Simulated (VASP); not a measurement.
Method: PBE GGA, VASP's PBE PAW potentials (set 64) (plane waves; VASP).

Input for VASP

File POSCAR:
```
CoGa
1
    2.7967850420    -0.0000000000     0.0000000000
   -0.0000000000     2.7967850420     0.0000000000
   -0.0000000000    -0.0000000000     2.7967850420
Ga Co
1 1
Direct
  0.5000000000   0.5000000000   0.5000000000
  0.0000000000   0.0000000000   0.0000000000
```

### INCAR
```
GGA  =  PE   # PBE
ENCUT  =  500   # plane-wave cut-off (eV)
LREAL  =  .FALSE.   # projection in real space or not
IBRION  =  2   # conjugate gradients
LASPH  =  .TRUE.   # aspherical one-centre terms
SIGMA  =  0.1   # width (eV)
LWAVE  =  .FALSE.
LCHARG  =  .FALSE.
LMAXMIX  =  4   # l cut-off of mixed one-centre charges
ALGO  =  Normal   # blocked Davidson
PSTRESS  =  200
NSW  =  40   # most ionic steps
EDIFFG  =  -0.02   # ionic stop
ISIF  =  3   # ions, shape and volume
ISMEAR  =  1
PREC  =  Accurate
SYSTEM  =  CoGa
NELM  =  100   # most electronic steps
EDIFF  =  1E-6
```

File KPOINTS:
```
Regular mesh
0
Gamma
  13 13 13
0 0 0
```

POTCAR, in this order: Ga_d Co (PBE.64 set). Program: vasp_std.

Output of the run:

**OSZICAR**
```
       N       E                     dE             d eps       ncg     rms          rms(c)
DAV:   1     0.968442520663E+02    0.96844E+02   -0.10548E+04  2680   0.260E+03
DAV:   2    -0.648444704907E+01   -0.10333E+03   -0.10094E+03  2625   0.356E+02
DAV:   3    -0.112268205087E+02   -0.47424E+01   -0.47251E+01  2961   0.811E+01
DAV:   4    -0.112969815867E+02   -0.70161E-01   -0.70150E-01  3382   0.929E+00
DAV:   5    -0.112988817329E+02   -0.19001E-02   -0.19001E-02  3135   0.129E+00    0.101E+01
DAV:   6    -0.118516877144E+02   -0.55281E+00   -0.18426E+01  2871   0.596E+01    0.930E+00
DAV:   7    -0.103950846752E+02    0.14566E+01   -0.71804E+00  2639   0.445E+01    0.227E+00
DAV:   8    -0.103654358687E+02    0.29649E-01   -0.21719E-01  3119   0.573E+00    0.581E-01
DAV:   9    -0.103605247318E+02    0.49111E-02   -0.14517E-02  3564   0.206E+00    0.113E-01
DAV:  10    -0.103603053107E+02    0.21942E-03   -0.50080E-04  3422   0.333E-01    0.618E-02
DAV:  11    -0.103602960233E+02    0.92874E-05   -0.53621E-05  3529   0.131E-01    0.106E-02
DAV:  12    -0.103602952899E+02    0.73336E-06   -0.23058E-06  2529   0.269E-02
   1 F= -.76294526E+01 E0= -.76298313E+01  d E =-.762945E+01
```

### OUTCAR
```
------------------------ aborting loop because EDIFF is reached ----------------------------------------
  FORCE on cell =-STRESS in cart. coord.  units (eV):
  Direction    XX          YY          ZZ          XY          YZ          ZX
  --------------------------------------------------------------------------------------
  Total        2.7021308      2.7021308      2.7021308      0.0000000     -0.0000000     -0.0000000
  in kB      197.8972142    197.8972142    197.8972142      0.0000000     -0.0000000     -0.0000000
  external PRESSURE =      -2.1027858 kB  Pullay stress =     200.0000000 kB
  volume of cell :       21.88
      direct lattice vectors                 reciprocal lattice vectors
     2.796785042  0.000000000  0.000000000     0.357553400  0.000000000  0.000000000
     0.000000000  2.796785042  0.000000000     0.000000000  0.357553400  0.000000000
     0.000000000  0.000000000  2.796785042     0.000000000  0.000000000  0.357553400
 POSITION                                       TOTAL-FORCE (eV/Angst)
 -----------------------------------------------------------------------------------
      1.39839      1.39839      1.39839         0.000000      0.000000      0.000000
      0.00000      0.00000      0.00000         0.000000      0.000000      0.000000
 -----------------------------------------------------------------------------------
    total drift:                               -0.000000      0.000000     -0.000000
  FREE ENERGIE OF THE ION-ELECTRON SYSTEM (eV)
  ---------------------------------------------------
  free  energy   TOTEN  =       -10.3602952899 eV

  energy  without entropy=      -10.3614313760  energy(sigma->0) =      -10.36067399
  enthalpy is  TOTEN    =        -7.6294526339 eV   P V=        2.7308426561

 reached required accuracy - stopping structural energy minimisation
```
(Selected blocks of OUTCAR.)

OUTCAR:
```
 val. band max:       11.0437052656   @ k =   0.4615   0.3077   0.0000

 cond. band min:      11.0771234045   @ k =   0.4615   0.4615   0.2308


 Fermi energy:        11.0554371616

 k-point     1 :       0.0000    0.0000    0.0000
  band No.  band energies     occupation
      1      -4.3645      2.00000
      2      -4.3645      2.00000
      3      -3.9246      2.00000
      4      -3.9246      2.00000
      5      -3.9246      2.00000
      6      -1.8148      2.00000
      7       8.1292      2.00000
      8       8.1292      2.00000
      9      10.1844      2.00000
     10      10.1844      2.00000
     11      10.1844      2.00000
     12      16.5262      0.00000
     13      16.5262      0.00000
     14      16.5262      0.00000
     15      22.6429      0.00000

 k-point     2 :       0.0769    0.0000    0.0000
  band No.  band energies     occupation
      1      -4.3601      2.00000
      2      -4.3452      2.00000
      3      -3.9316      2.00000
      4      -3.9316      2.00000
      5      -3.9229      2.00000
      6      -1.6951      2.00000
      7       8.1091      2.00000
      8       8.1415      2.00000
      9      10.0978      2.00000
     10      10.0978      2.00000
     11      10.1842      2.00000
     12      15.6560      0.00000
     13      16.7444      0.00000
     14      16.7444      0.00000
     15      22.6575      0.00000

 k-point     3 :       0.1538    0.0000    0.0000
  band No.  band energies     occupation
      1      -4.3481      2.00000
      2      -4.2933      2.00000
      3      -3.9509      2.00000
      4      -3.9509      2.00000
      5      -3.9181      2.00000
      6      -1.3356      2.00000
      7       7.9938      2.00000
      8       8.1760      2.00000
      9       9.8765      2.00000
     10       9.8765      2.00000
     11      10.1838      2.00000
     12      13.9881      0.00000
     13      17.3606      0.00000
     14      17.3606      0.00000
     15      22.7009      0.00000
...
```

The compound is CoGa in the CsCl type structure. It was relaxed first under an external pressure of 20 GPa. The run is not spin-polarised, so no magnetic state was tried.
